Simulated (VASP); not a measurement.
# TiSn (Fm-3m) in VASP: relaxation of cell and atoms with PBE

Aim: the relaxation of cell and atoms of TiSn with PBE.

All numbers are computed with VASP 6.6.1; they aren't measurements. Logs are shortened: lines on timing, memory, paths and dates and some standing lists are left out, and cuts for length are marked.

### 1 The structure

The structure is cubic, space group Fm-3m (No. 225). The conventional cell has a = 5.527 Å, b = 5.527 Å, c = 5.527 Å, α = 90.00°, β = 90.00°, γ = 90.00°. Around Ti (site symmetry m-3m) lie 6 Sn at 2.76 Å. Around Sn (site symmetry m-3m) lie 6 Ti at 2.76 Å.

The cell was built by a generator and needn't be a form met in nature.

### 2 Relaxation of cell and atoms, PBE

INCAR

```
SYSTEM = TiSn
ALGO     = Fast           ! electronic algorithm
EDIFF    = 1E-4           ! SCF threshold, eV
EDIFFG   = -0.08          ! ionic threshold
ENCUT    = 520            ! plane-wave cutoff, eV
GGA      = PE             ! functional
IBRION   = 2              ! ionic algorithm
ISIF     = 3              ! what is computed and relaxed
ISMEAR   = 0              ! smearing method
LASPH    = .TRUE.         ! aspherical terms in the spheres
LCHARG   = .FALSE.        ! write CHGCAR
LREAL    = .FALSE.        ! projectors in reciprocal space
LWAVE    = .FALSE.        ! write WAVECAR
NELM     = 60             ! most SCF steps
NSW      = 24             ! ionic steps
PREC     = Normal         ! precision mode
SIGMA    = 0.15           ! smearing width, eV
```

KPOINTS

```
k-points
0
G
  6 6 6
  0 0 0
```

POSCAR

```
TiSn
1.0
    0.0000000000      2.7634481500      2.7634481500
    2.7634481500      0.0000000000      2.7634481500
    2.7634481500      2.7634481500      0.0000000000
Ti Sn
1 1
Direct
    0.5000000000      0.5000000000      0.5000000000
    0.0000000000      0.0000000000      0.0000000000
```

Potentials or basis: VASP PAW PBE potentials, release 64 (Ti_sv, Sn_d).

Command:

```
$ cat potpaw_PBE.64/Ti_sv/POTCAR potpaw_PBE.64/Sn_d/POTCAR > POTCAR
$ mpirun -np 1 vasp_std > vasp.out
```

OUTCAR:

```text
SYSTEM = TiSn
   EDIFF = 1E-4
   EDIFFG = -0.08
   ENCUT = 520
   GGA = PE
   IBRION = 2
   ISIF = 3
   ISMEAR = 0
   LASPH = .TRUE.
   LREAL = .FALSE.
   NELM = 60
   NSW = 24
   PREC = Normal

 ion  position               nearest neighbor table
   1  0.500  0.500  0.500-   2 2.76   2 2.76   2 2.76   2 2.76   2 2.76   2 2.76
   2  0.000  0.000  0.000-   1 2.76   1 2.76   1 2.76   1 2.76   1 2.76   1 2.76

  LATTYP: Found a face centered cubic cell.
 ALAT       =     5.5268963000

  Lattice vectors:

 A1 = (   0.0000000000,   2.7634481500,   2.7634481500)
 A2 = (   2.7634481500,   0.0000000000,   2.7634481500)
 A3 = (   2.7634481500,   2.7634481500,   0.0000000000)

Analysis of symmetry for initial positions (statically):
=====================================================================
 Subroutine PRICEL returns:
 Original cell was already a primitive cell.

 Routine SETGRP: Setting up the symmetry group for a
 face centered cubic supercell.

 Subroutine GETGRP returns: Found 48 space group operations
 (whereof 48 operations were pure point group operations)
 out of a pool of 48 trial point group operations.

The static configuration has the point symmetry O_h .

Analysis of symmetry for dynamics (positions and initial velocities):
=====================================================================
 Subroutine PRICEL returns:
 Original cell was already a primitive cell.

 Routine SETGRP: Setting up the symmetry group for a
 face centered cubic supercell.

 Subroutine GETGRP returns: Found 48 space group operations
 (whereof 48 operations were pure point group operations)
 out of a pool of 48 trial point group operations.

The dynamic configuration has the point symmetry O_h .

 Subroutine INISYM returns: Found 48 space group operations
 (whereof 48 operations are pure point group operations),
 and found     1 'primitive' translations

----------------------------------------------------------------------------------------

                                     Primitive cell

  volume of cell :      42.2069

  direct lattice vectors                    reciprocal lattice vectors
     0.000000000  2.763448150  2.763448150    -0.180933375  0.180933375  0.180933375
     2.763448150  0.000000000  2.763448150     0.180933375 -0.180933375  0.180933375
     2.763448150  2.763448150  0.000000000     0.180933375  0.180933375 -0.180933375

  length of vectors
     3.908105853  3.908105853  3.908105853     0.313385798  0.313385798  0.313385798

  position of ions in fractional coordinates (direct lattice)
     0.500000000  0.500000000  0.500000000
     0.000000000  0.000000000  0.000000000

  ion indices of the primitive-cell ions
   primitive index   ion index
                 1           1
                 2           2

----------------------------------------------------------------------------------------

 KPOINTS: k-points

Automatic generation of k-mesh.
 Grid dimensions read from file:
 generate k-points for:    6    6    6

 Generating k-lattice:

  Cartesian coordinates                     Fractional coordinates (reciprocal lattice)
    -0.030155562  0.030155562  0.030155562     0.166666667  0.000000000  0.000000000
     0.030155562 -0.030155562  0.030155562     0.000000000  0.166666667  0.000000000
     0.030155562  0.030155562 -0.030155562     0.000000000  0.000000000  0.166666667

  Length of vectors
     0.052230966  0.052230966  0.052230966

  Shift w.r.t. Gamma in fractional coordinates (k-lattice)
     0.000000000  0.000000000  0.000000000

 Subroutine IBZKPT returns following result:
 ===========================================

 Found     16 irreducible k-points:

 Following reciprocal coordinates:
            Coordinates               Weight
  0.000000  0.000000  0.000000      1.000000
  0.166667  0.000000  0.000000      8.000000
  0.333333  0.000000  0.000000      8.000000
  0.500000  0.000000  0.000000      4.000000
  0.166667  0.166667  0.000000      6.000000
  0.333333  0.166667  0.000000     24.000000
[... 8 lines left out ...]
 -0.333333  0.333333  0.166667     24.000000
 -0.333333  0.500000  0.166667     12.000000
   k-points           NKPTS =     16   k-points in BZ     NKDIM =     16   number of bands    NBANDS=     17
   number of dos      NEDOS =    301   number of ions     NIONS =      2
   total plane-waves  NPLWV =  13824
   dimension x,y,z NGX =    24 NGY =   24 NGZ =   24
   dimension x,y,z NGXF=    48 NGYF=   48 NGZF=   48
   ions per type =               1   1
   NGX,Y,Z   is equivalent  to a cutoff of  10.21, 10.21, 10.21 a.u.
   NGXF,Y,Z  is equivalent  to a cutoff of  20.42, 20.42, 20.42 a.u.
 SYSTEM =  TiSn
   PREC   = normal    normal or accurate (medium, high low for compatibility)
   ISTART =      0    job   : 0-new  1-cont  2-samecut
   ICHARG =      2    charge: 1-file 2-atom 10-const
   ISPIN  =      1    spin polarized calculation?
   LNONCOLLINEAR =      F non collinear calculations
   LSORBIT =      F    spin-orbit coupling
   LASPH  =      T    aspherical Exc in radial PAW
   ENCUT  =  520.0 eV  38.22 Ry    6.18 a.u.   7.27  7.27  7.27*2*pi/ulx,y,z
   NELM   =     60;   NELMIN=  2; NELMDL= -5     # of ELM steps
   EDIFF  = 0.1E-03   stopping-criterion for ELM
   LREAL  =      F    real-space projection
   EDIFFG = -.8E-01   stopping-criterion for IOM
   NSW    =     24    number of steps for IOM
   IBRION =      2    ionic relax: 0-MD 1-quasi-New 2-CG
   NFREE  =      1    steps in history (QN), initial steepest desc. (CG)
   ISIF   =      3    stress and relaxation
   ISYM   =      2    0-nonsym 1-usesym 2-fastsym
   POTIM  = 0.5000    time-step for ionic-motion
   TEBEG  =    0.0;   TEEND  =   0.0 temperature during run
   PSTRESS=    0.0 pullay stress
   NELECT =      26.0000    total number of electrons
   NUPDOWN=      -1.0000    fix difference up-down
   EMIN   =  10.00;   EMAX   =-10.00  energy-range for DOS
   EFERMI =   0.00;   METHOD = LEGACY
   ISMEAR =     0;   SIGMA  =   0.15  broadening in eV -4-tet -1-fermi 0-gaus
   EFERMI_NEDOS =   21; number of points for ismear=-14 and -15
   IALGO  =     68    algorithm
   IMIX   =      4    mixing-type and parameters
     AMIX     =   0.40;   BMIX     =  1.00
     AMIX_MAG =   1.60;   BMIX_MAG =  1.00
  volume/ion in A,a.u.               =      21.10       142.41
  Fermi-wavevector in a.u.,A,eV,Ry     =   1.392958  2.632309 26.399812  1.940331
  Thomas-Fermi vector in A             =   2.516650
   LORBIT       =      0    0 simple, 1 ext, 2 COOP (PROOUT), +10 PAW based schemes
   GGA     = PE    functional components
   LHFCALC =     F    Hartree Fock is set to
   AEXX    =    0.0000 exact exchange contribution
   IVDW    =     0    specifies the selected vdW correction
   LEPSILON=     F    determine dielectric tensor
   LRPA    =     F    only Hartree local field effects (RPA)
 conjugate gradient relaxation of ions
 non-spin polarized calculation
 RMM-DIIS sequential band-by-band and
 Gauss-broadening in eV      SIGMA  =   0.15
  energy-cutoff  :      520.00
  volume of cell :       42.21
 maximum number of plane-waves:      1158
   NGX = 15   NGY = 15   NGZ = 15

--------------------------------------- Ionic step        1  -------------------------------------------

 number of electron      26.0000004 magnetization

 Free energy of the ion-electron system (eV)
  ---------------------------------------------------
  ext. energy  EPLUGINS =         0.00000000
  ---------------------------------------------------
  free energy    TOTEN  =       -11.78382254 eV

  energy without entropy =      -11.77479791  energy(sigma->0) =      -11.77931023

------------------------ aborting loop because EDIFF is reached ----------------------------------------

  FORCE on cell =-STRESS in cart. coord.  units (eV):
  Direction    XX          YY          ZZ          XY          YZ          ZX
  --------------------------------------------------------------------------------------
  -------------------------------------------------------------------------------------
  Total        0.7832017      0.7832017      0.7832017      0.0000000     -0.0000000     -0.0000000
  in kB       29.7303664     29.7303664     29.7303664      0.0000000     -0.0000000     -0.0000000
  external PRESSURE =      29.7303664 kB  Pullay stress =       0.0000000 kB

 VOLUME and BASIS-vectors are now :
 -----------------------------------------------------------------------------
  energy-cutoff  :      520.00
  volume of cell :       42.21
      direct lattice vectors                 reciprocal lattice vectors
     0.000000000  2.763448150  2.763448150    -0.180933375  0.180933375  0.180933375
     2.763448150  0.000000000  2.763448150     0.180933375 -0.180933375  0.180933375
     2.763448150  2.763448150  0.000000000     0.180933375  0.180933375 -0.180933375
[... 37 lines left out ...]
 POSITION                                       TOTAL-FORCE (eV/Angst)
 -----------------------------------------------------------------------------------
      2.81565      2.81565      2.81565        -0.000000     -0.000000     -0.000000
      5.63131      2.81565      2.81565         0.000000      0.000000      0.000000
 -----------------------------------------------------------------------------------
    total drift:                                0.000000     -0.000000      0.000000

  FREE ENERGIE OF THE ION-ELECTRON SYSTEM (eV)
  ---------------------------------------------------
  free  energy   TOTEN  =       -11.7991556410 eV

  energy  without entropy=      -11.7894531221  energy(sigma->0) =      -11.79430438

--------------------------------------- Ionic step        3  -------------------------------------------

 number of electron      26.0000012 magnetization

 Free energy of the ion-electron system (eV)
  ---------------------------------------------------
  ext. energy  EPLUGINS =         0.00000000
  ---------------------------------------------------
  free energy    TOTEN  =       -11.80219609 eV

  energy without entropy =      -11.79269729  energy(sigma->0) =      -11.79744669

 E-fermi :   8.1324     XC(G=0): -10.8072

 val. band max:        8.0772122651   @ k =   0.1667   0.1667   0.0000
 cond. band min:       8.2659921079   @ k =   0.0000   0.0000   0.0000
 fundamental gap:      0.1887798427
 Fermi energy:         8.1324031128

 k-point     1 :       0.0000    0.0000    0.0000
  band No.  band energies     occupation
      1     -49.1609      2.00000
      2     -25.4245      2.00000
      3     -25.4245      2.00000
      4     -25.4245      2.00000
      5     -12.7263      2.00000
      6     -12.7263      2.00000
[... 9 lines left out ...]
     16      11.4669      0.00000
     17      11.4669      0.00000
[... 320 lines left out ...]
 POSITION                                       TOTAL-FORCE (eV/Angst)
 -----------------------------------------------------------------------------------
      2.80378      2.80378      2.80378         0.000000      0.000000      0.000000
      0.00000      0.00000      0.00000        -0.000000     -0.000000     -0.000000
 -----------------------------------------------------------------------------------
    total drift:                                0.000000     -0.000000      0.000000

  FREE ENERGIE OF THE ION-ELECTRON SYSTEM (eV)
  ---------------------------------------------------
  free  energy   TOTEN  =       -11.8021960916 eV

  energy  without entropy=      -11.7926972915  energy(sigma->0) =      -11.79744669

 reached required accuracy - stopping structural energy minimisation
```

Wall time 18 s (1 thread of Intel Xeon Platinum 8488C (Sapphire Rapids), shared host); peak memory 0.14 GiB.

What came out:

```yaml
Free_energy: -11.8022 eV
Relaxed_volume: 22.04 Å³/atom
Relaxed_cell: a = 3.965 Å, b = 3.965 Å, c = 3.965 Å, α = 60.00°, β = 60.00°, γ = 60.00°
Space_group_after_relaxing_to_0.05_Å: Fm-3m (No. 225)
Energy_gained_by_relaxing: 9.2 meV/atom
Ionic_steps: 3
Pressure_after_relaxing: -0.5 GPa
Band_gap_on_the_k_mesh: none (metal or under the smearing width)
```

The path:
| step | energy change (eV) | largest force (eV/Å) | pressure (GPa) | volume (Å³) |
| --- | --- | --- | --- | --- |
| 1 | 0.0000 | 0.0000 | 2.97 | 42.21 |
| 2 | -0.0153 | 0.0000 | -0.74 | 44.64 |
| 3 | -0.0184 | 0.0000 | -0.47 | 44.08 |

Final structure:
```
Ti Sn
1.0
     0.00000    2.80378    2.80378
     2.80378    0.00000    2.80378
     2.80378    2.80378    0.00000
Ti Sn
1 1
Direct
  0.50000 0.50000 0.50000
  0.00000 0.00000 0.00000
```

Caveat: the relaxation stopped at a loose force limit of 0.08 eV/Å, so its end isn't a converged minimum.
